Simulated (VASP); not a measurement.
A snapshot from molecular dynamics of Ba, step 21; the first frame, the perfect lattice, has an electronic free energy F (no ionic kinetic energy) of -1.859 eV/atom. The Γ point alone samples so small a cell crudely.

Consider the following.

```xyz
27
Lattice="-7.5300 7.5300 7.5300 7.5300 -7.5300 7.5300 7.5300 7.5300 -7.5300" Properties=species:S:1:pos:R:3 pbc="T T T"
Ba     7.4089     7.4856     7.5164
Ba     2.5091     2.5510    -2.4300
Ba    -2.4575    12.5366     2.4638
Ba    10.0392     4.9972    -4.9395
Ba     5.0739    -0.0553     0.0654
Ba     0.0135    10.0524     5.0049
Ba    -2.4420     2.5320    12.4713
Ba     7.5997    -2.4723     2.5941
Ba     2.5129     7.5487     7.4487
Ba     5.0015    -4.9966    10.0094
Ba     7.4837    -2.5330     7.4767
Ba     2.5188     7.5635    -2.5078
Ba     0.0296     0.0732     4.9920
Ba     2.4818     2.6312     2.5533
Ba     5.0769     5.0242     0.0764
Ba     9.9618     5.0043    -0.0829
Ba     5.0306    -0.0079     5.0231
Ba     7.5065     2.4575     2.5712
Ba     2.5217    -2.4518    12.4983
Ba    -2.4565     7.5739     2.5560
Ba     7.5773     2.5002     7.4532
Ba     5.0443    10.0015     0.0632
Ba    -0.0645     4.9879     5.0998
Ba     2.3918     7.4434     2.4585
Ba     0.0693    -0.0387     9.9990
Ba     2.5235     2.5065     7.4752
Ba     4.9341     4.9748     5.0402
```

Method: PBE GGA, VASP's PBE PAW potentials (set 64) (plane waves; VASP). Run with PREC = Normal, LREAL = Auto, ISYM = 0, EDIFF = 1E-5, 300 eV cut-off, 1×1×1 Γ-centred mesh, Fermi-Dirac smearing of 0.10 eV, potentials Ba_sv.

Give F per atom of this frame and the forces (eV/Å).

-1.856 eV/atom.
```csv
atom,Fx,Fy,Fz
Ba1,0.10,0.03,0.01
Ba2,0.00,-0.08,0.00
Ba3,-0.06,-0.03,0.04
Ba4,-0.05,0.01,-0.05
Ba5,-0.05,0.04,-0.06
Ba6,-0.07,-0.01,0.01
Ba7,-0.02,-0.04,0.00
Ba8,0.00,-0.01,-0.08
Ba9,0.02,0.03,0.05
Ba10,0.01,0.00,0.02
Ba11,0.00,0.01,-0.01
Ba12,0.06,-0.06,0.04
Ba13,-0.06,-0.04,-0.01
Ba14,0.00,-0.07,-0.10
Ba15,0.02,0.02,-0.08
Ba16,0.05,-0.02,0.06
Ba17,-0.04,0.00,-0.02
Ba18,0.03,0.04,-0.01
Ba19,0.04,-0.02,0.04
Ba20,-0.03,-0.01,-0.03
Ba21,0.00,0.07,0.03
Ba22,-0.05,0.04,0.01
Ba23,0.00,-0.01,-0.03
Ba24,0.02,0.03,0.06
Ba25,0.00,0.04,0.07
Ba26,-0.04,-0.01,0.07
Ba27,0.11,0.06,-0.03
```

The cell is a supercell, built from Ba (bcc). Its lattice is the typed one, not relaxed at this level.
